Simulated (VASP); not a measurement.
A convergence study with VASP on Cs (bcc): one setting is varied, all else stays as given below, so the limit is that of these other settings.

```
CELL_PARAMETERS angstrom
     -3.05000     3.05000     3.05000
      3.05000    -3.05000     3.05000
      3.05000     3.05000    -3.05000
ATOMIC_POSITIONS crystal
  Cs 0.00000 0.00000 0.00000
```

Computed with PBE GGA, VASP's PBE PAW potentials (set 64) (plane waves; VASP). The tightest run used: 550 eV cut-off, 14×14×14 Monkhorst-Pack mesh, first-order Methfessel-Paxton smearing of 0.10 eV, potentials Cs_sv.

Task: The settings run are 1×1×1 mesh; 2×2×2 mesh; 3×3×3 mesh; 4×4×4 mesh; 5×5×5 mesh; 6×6×6 mesh; 7×7×7 mesh; 8×8×8 mesh; 9×9×9 mesh; 10×10×10 mesh; 11×11×11 mesh; 12×12×12 mesh; 13×13×13 mesh; 14×14×14 mesh. From which on does the energy per atom stay within 0.01 eV/atom of the tightest run?

Result: From 4×4×4 mesh on: it is off by 0.0095 there and by no more than 0.01 in any finer run, while 3×3×3 mesh is off by 0.0726.
```json
[
 {"setting": "1×1×1 mesh", "E (eV/atom)": "-1.6210", "pressure (GPa)": "0.56", "irreducible k-points": "1", "difference judged (eV/atom)": "0.7702"},
 {"setting": "2×2×2 mesh", "E (eV/atom)": "-0.7320", "pressure (GPa)": "0.29", "irreducible k-points": "2", "difference judged (eV/atom)": "0.1187"},
 {"setting": "3×3×3 mesh", "E (eV/atom)": "-0.9233", "pressure (GPa)": "-0.02", "irreducible k-points": "4", "difference judged (eV/atom)": "0.0726"},
 {"setting": "4×4×4 mesh", "E (eV/atom)": "-0.8412", "pressure (GPa)": "0.06", "irreducible k-points": "6", "difference judged (eV/atom)": "0.0095"},
 {"setting": "5×5×5 mesh", "E (eV/atom)": "-0.8535", "pressure (GPa)": "0.04", "irreducible k-points": "10", "difference judged (eV/atom)": "0.0027"},
 {"setting": "6×6×6 mesh", "E (eV/atom)": "-0.8590", "pressure (GPa)": "0.06", "irreducible k-points": "14", "difference judged (eV/atom)": "0.0083"},
 {"setting": "7×7×7 mesh", "E (eV/atom)": "-0.8512", "pressure (GPa)": "0.06", "irreducible k-points": "20", "difference judged (eV/atom)": "0.0004"},
 {"setting": "8×8×8 mesh", "E (eV/atom)": "-0.8573", "pressure (GPa)": "0.04", "irreducible k-points": "26", "difference judged (eV/atom)": "0.0066"},
 {"setting": "9×9×9 mesh", "E (eV/atom)": "-0.8515", "pressure (GPa)": "0.06", "irreducible k-points": "35", "difference judged (eV/atom)": "0.0008"},
 {"setting": "10×10×10 mesh", "E (eV/atom)": "-0.8531", "pressure (GPa)": "0.04", "irreducible k-points": "44", "difference judged (eV/atom)": "0.0024"},
 {"setting": "11×11×11 mesh", "E (eV/atom)": "-0.8516", "pressure (GPa)": "0.05", "irreducible k-points": "56", "difference judged (eV/atom)": "0.0009"},
 {"setting": "12×12×12 mesh", "E (eV/atom)": "-0.8514", "pressure (GPa)": "0.05", "irreducible k-points": "68", "difference judged (eV/atom)": "0.0007"},
 {"setting": "13×13×13 mesh", "E (eV/atom)": "-0.8506", "pressure (GPa)": "0.05", "irreducible k-points": "84", "difference judged (eV/atom)": "0.0001"},
 {"setting": "14×14×14 mesh", "E (eV/atom)": "-0.8507", "pressure (GPa)": "0.05", "irreducible k-points": "100", "difference judged (eV/atom)": "0.0000"}
]
```

Left out are rungs that failed or repeat a setting and relaxations that didn't move; long series are thinned to 24 rows.

The compound is Cs in the bcc structure. The cell was not relaxed at this level.
